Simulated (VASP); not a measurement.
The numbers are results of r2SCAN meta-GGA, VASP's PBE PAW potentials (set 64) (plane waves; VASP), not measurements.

The input files of a VASP run:

### KPOINTS
```
Automatic mesh
0
Gamma
5 5 4
0 0 0
```

**INCAR**
```
! general
SYSTEM =PbO
PREC   =Accurate
ENCUT  =520   ! plane-wave cut-off (eV)
LREAL  =.FALSE.   ! projection in real space or not
LASPH  =.TRUE.

! electronic loop
EDIFF  =1E-8
NELM   =100
ALGO   =Normal
LMAXMIX=4   ! l cut-off of mixed one-centre charges
LMIXTAU=.TRUE.

! smearing
ISMEAR =0
SIGMA  =0.05

! functional
METAGGA=R2SCAN

! ions
IBRION =1   ! quasi-Newton
NSW    =30   ! most ionic steps
ISIF   =2
EDIFFG =-0.001   ! ionic stop

! output
LWAVE  =.FALSE.
LCHARG =.FALSE.
```

File POSCAR:
```
PbO
1.0
  3.9966200810   0.0000000000   0.0000000000
  0.0000000000   3.9966200810   0.0000000000
  0.0000000000   0.0000000000   5.2615356175
Pb O
2 2
Cart
  1.9983100405   0.0000000000   4.0710328151
  0.0000000000   1.9983100405   1.1905028024
  1.9983100405   1.9983100405   0.0000000000
  0.0000000000   0.0000000000   0.0000000000
```

POTCAR, in this order: Pb_d O (PBE.64 set). Program: vasp_std.

The resulting files:

**OSZICAR**
```
       N       E                     dE             d eps       ncg     rms          rms(c)
DAV:   1     0.347670635469E+03    0.34767E+03   -0.20597E+04   864   0.199E+03
DAV:   2    -0.832635283545E+02   -0.43093E+03   -0.42310E+03   904   0.504E+02
DAV:   3    -0.143303555589E+03   -0.60040E+02   -0.58250E+02  1184   0.197E+02
DAV:   4    -0.145226696747E+03   -0.19231E+01   -0.19225E+01   912   0.406E+01
DAV:   5    -0.145304071000E+03   -0.77374E-01   -0.77366E-01  1264   0.801E+00    0.112E+01
DAV:   6    -0.132397292580E+03    0.12907E+02   -0.26402E+01  1448   0.637E+01    0.372E+00
DAV:   7    -0.128876131409E+03    0.35212E+01   -0.27222E+00   896   0.126E+01    0.230E+00
DAV:   8    -0.133349271729E+03   -0.44731E+01   -0.12983E+00  1136   0.124E+01    0.572E-01
DAV:   9    -0.129258938509E+03    0.40903E+01   -0.58972E-01   992   0.707E+00    0.402E-01
DAV:  10    -0.129401632500E+03   -0.14269E+00   -0.12470E-01  1008   0.319E+00    0.242E-01
DAV:  11    -0.129413081020E+03   -0.11449E-01   -0.10023E-01   864   0.299E+00    0.167E-01
DAV:  12    -0.129498135468E+03   -0.85054E-01   -0.47711E-02   968   0.194E+00    0.525E-02
DAV:  13    -0.129520283114E+03   -0.22148E-01   -0.65159E-03   984   0.716E-01    0.366E-02
DAV:  14    -0.129522828027E+03   -0.25449E-02   -0.15592E-03  1152   0.427E-01    0.211E-02
DAV:  15    -0.129522889653E+03   -0.61625E-04   -0.31556E-04   976   0.172E-01    0.134E-02
DAV:  16    -0.129522810655E+03    0.78998E-04   -0.57188E-05  1200   0.727E-02    0.996E-03
DAV:  17    -0.129523006093E+03   -0.19544E-03   -0.20083E-04   888   0.134E-01    0.271E-03
DAV:  18    -0.129523041153E+03   -0.35060E-04   -0.12032E-05  1056   0.311E-02    0.328E-03
DAV:  19    -0.129523050821E+03   -0.96684E-05   -0.51960E-06  1032   0.239E-02    0.145E-03
DAV:  20    -0.129523053442E+03   -0.26214E-05   -0.25208E-06  1032   0.168E-02    0.121E-03
DAV:  21    -0.129523053937E+03   -0.49413E-06   -0.31013E-07  1144   0.651E-03    0.784E-04
DAV:  22    -0.129523053978E+03   -0.41509E-07   -0.82635E-08  1072   0.365E-03    0.131E-04
DAV:  23    -0.129523053978E+03    0.30741E-09   -0.16591E-08   768   0.143E-03
   1 F= -.12952305E+03 E0= -.12952305E+03  d E =-.129523E+03
       N       E                     dE             d eps       ncg     rms          rms(c)
DAV:   1    -0.129523040642E+03    0.13336E-04   -0.73780E-03  1032   0.481E-01    0.686E-03
DAV:   2    -0.129523057133E+03   -0.16491E-04   -0.14127E-04  1184   0.117E-01    0.476E-03
DAV:   3    -0.129523066026E+03   -0.88933E-05   -0.80767E-06   912   0.257E-02    0.278E-03
DAV:   4    -0.129523066093E+03   -0.66502E-07   -0.11276E-06  1176   0.125E-02    0.985E-04
DAV:   5    -0.129523065778E+03    0.31439E-06   -0.63333E-07   928   0.776E-03    0.553E-04
DAV:   6    -0.129523066209E+03   -0.43043E-06   -0.42689E-07   896   0.584E-03    0.281E-04
DAV:   7    -0.129523066234E+03   -0.25182E-07   -0.43337E-08   784   0.215E-03    0.131E-04
DAV:   8    -0.129523066245E+03   -0.10672E-07   -0.19229E-08   704   0.129E-03    0.962E-05
DAV:   9    -0.129523066245E+03   -0.10277E-09   -0.80677E-09   672   0.893E-04
   2 F= -.12952307E+03 E0= -.12952307E+03  d E =-.122670E-04
       N       E                     dE             d eps       ncg     rms          rms(c)
DAV:   1    -0.129523065440E+03    0.80422E-06   -0.33981E-04  1032   0.103E-01    0.145E-03
DAV:   2    -0.129523066229E+03   -0.78892E-06   -0.64254E-06  1184   0.249E-02    0.102E-03
DAV:   3    -0.129523066658E+03   -0.42891E-06   -0.38007E-07   896   0.557E-03    0.585E-04
DAV:   4    -0.129523066674E+03   -0.15456E-07   -0.46292E-08   936   0.265E-03    0.202E-04
DAV:   5    -0.129523066654E+03    0.20195E-07   -0.32037E-08   752   0.167E-03    0.128E-04
DAV:   6    -0.129523066672E+03   -0.18222E-07   -0.22111E-08   728   0.143E-03    0.630E-05
DAV:   7    -0.129523066671E+03    0.47748E-09   -0.25520E-09   536   0.614E-04
   3 F= -.12952307E+03 E0= -.12952307E+03  d E =-.426518E-06
```

OUTCAR:
```
------------------------ aborting loop because EDIFF is reached ----------------------------------------
  FORCE on cell =-STRESS in cart. coord.  units (eV):
  Direction    XX          YY          ZZ          XY          YZ          ZX
  --------------------------------------------------------------------------------------
  Total        0.0337482      0.0337482      0.0241546      0.0000000     -0.0000000      0.0000000
  in kB        0.6433724      0.6433724      0.4604809      0.0000000     -0.0000000      0.0000000
  external PRESSURE =       0.5824086 kB  Pullay stress =       0.0000000 kB
  volume of cell :       84.04
      direct lattice vectors                 reciprocal lattice vectors
     3.996620081  0.000000000  0.000000000     0.250211424  0.000000000  0.000000000
     0.000000000  3.996620081  0.000000000     0.000000000  0.250211424  0.000000000
     0.000000000  0.000000000  5.261535617     0.000000000  0.000000000  0.190058582
 POSITION                                       TOTAL-FORCE (eV/Angst)
 -----------------------------------------------------------------------------------
      1.99831      0.00000      4.07189         0.000000     -0.000000     -0.000048
      0.00000      1.99831      1.18965         0.000000      0.000000      0.000048
      1.99831      1.99831      0.00000         0.000000     -0.000000      0.000000
     -0.00000     -0.00000      0.00000        -0.000000      0.000000      0.000000
 -----------------------------------------------------------------------------------
    total drift:                                0.000000      0.000000     -0.000000
  FREE ENERGIE OF THE ION-ELECTRON SYSTEM (eV)
  ---------------------------------------------------
  free  energy   TOTEN  =      -129.5230666713 eV

  energy  without entropy=     -129.5230666713  energy(sigma->0) =     -129.52306667

 reached required accuracy - stopping structural energy minimisation
```
(Selected blocks of OUTCAR.)

### CONTCAR
```
PbO
   1.00000000000000
     3.9966200810000001    0.0000000000000000    0.0000000000000000
     0.0000000000000000    3.9966200810000001    0.0000000000000000
     0.0000000000000000    0.0000000000000000    5.2615356174999999
  Pb              O
     2     2
Direct
     0.5000000000000000    0.0000000000000000    0.7738975443437976
     0.0000000000000000    0.5000000000000000    0.2261024556562023
     0.5000000000000000    0.5000000000000000    0.0000000000000000
    -0.0000000000000000   -0.0000000000000000    0.0000000000000000
```

The compound is PbO in the litharge structure. This run relaxes the ions in a fixed cell. Symmetry was kept, so distortions that lower it aren't found. The start is the result of an earlier pass.
